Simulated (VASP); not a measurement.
An input for Quantum ESPRESSO's pw.x (written as the equivalent of a VASP run, and not itself run):

```
&CONTROL
  calculation = 'scf'
  pseudo_dir = './pseudo'
  outdir = './out'
  tprnfor = .true.
  tstress = .true.
/
&SYSTEM
  ibrav = 0
  nat = 2
  ntyp = 2
  ecutwfc = 84
  occupations = 'smearing'
  smearing = 'methfessel-paxton'
  degauss = 0.00735
  input_dft = 'rpbe'
/
&ELECTRONS
  conv_thr = 7.3e-09
  electron_maxstep = 100
/
ATOMIC_SPECIES
  In 114.818 In.upf
  As 74.922 As.upf
CELL_PARAMETERS angstrom
     0.0000000    3.0969428    3.0969428
     3.0969428    0.0000000    3.0969428
     3.0969428    3.0969428    0.0000000
ATOMIC_POSITIONS crystal
  In   0.0000000  0.0000000  0.0000000
  As   0.2500000  0.2500000  0.2500000
K_POINTS automatic
  10 10 10 0 0 0
```

Q: Translate this input to VASP (INCAR, KPOINTS, POSCAR, choice of POTCAR).

A: This is not unique; one that fits is 
### KPOINTS
```
Automatic
0
Gamma
 10 10 10
0 0 0
```

File POSCAR:
```
InAs
1
    0.0000000000     3.0969428171     3.0969428171
    3.0969428171     0.0000000000     3.0969428171
    3.0969428171     3.0969428171     0.0000000000
In As
1 1
Direct
  0.0000000000   0.0000000000   0.0000000000
  0.2500000000   0.2500000000   0.2500000000
```

### INCAR
```
! general
SYSTEM   =  InAs
PREC     =  Accurate
ENCUT    =  520
LREAL    =  .False.
LASPH    =  .True.   ! aspherical one-centre terms

! electronic loop
EDIFF    =  1E-7
NELM     =  100   ! most electronic steps
ALGO     =  Normal   ! blocked Davidson
LMAXMIX  =  4   ! l cut-off of mixed one-centre charges

! smearing
ISMEAR   =  1
SIGMA    =  0.1   ! width (eV)

! functional
GGA      =  RP

! ions
ISIF     =  2   ! forces and stress, cell fixed

! output
LWAVE    =  .False.
LCHARG   =  .False.
```

POTCAR, in this order: In_d As (PBE.64 set). Program: vasp_std.

Limits of the translation: the potentials are each code's own (VASP's PAW set, PseudoDojo norm-conserving files in pw.x), so ENCUT and ecutwfc are chosen apart and not converted; conv_thr bounds pw.x's estimated SCF error, while EDIFF bounds the energy change between steps.

The compound is InAs in the zinc blende structure. This cell is one point of a volume scan, at 0.97 of the reference volume.
